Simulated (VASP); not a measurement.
Consider the following.

```
TaS2
1.0
    3.37543     0.00000     0.00000
   -1.68771     2.92320     0.00000
    0.00000     0.00000     6.71033
Ta S
1 2
Direct
  0.00000   0.00000   0.00000
  0.33333   0.66667   0.22890
  0.66667   0.33333   0.77110
```

Level of theory: PBE GGA, VASP's PBE PAW potentials (set 64) (plane waves; VASP 6.6.1). Numerical set-up: 400 eV cut-off, 6×6×4 Γ-centred mesh, Gaussian smearing of 0.050 eV, potentials Ta_pv S.

Without a dispersion term in the relaxation, distances and binding between the weakly bound layers, chains or molecules are unreliable, and so is what depends on them. Unless said otherwise, spin-orbit coupling is left out, though it shifts the bands of the heavy elements here.

Problem. Predict the energy per atom (σ→0), band gap (on the k-mesh) with the smallest direct gap where there is one.

Solution. 
band gap (on the k-mesh): none (metal, semimetal or under 0.01 eV)
energy per atom (σ→0): -7.708 eV/atom

The absolute energy has meaning only against runs of the same code, potentials and settings.

The structure was generated: TaS2 was put into the CdI2 type (P-3m1), which need not be its known phase. It was relaxed first. The k-mesh is coarse (spacing up to 0.36 per Å, 2π included), so the numbers may not be converged in it. The electron count is odd and the run is not spin-polarised, which forces a metal.
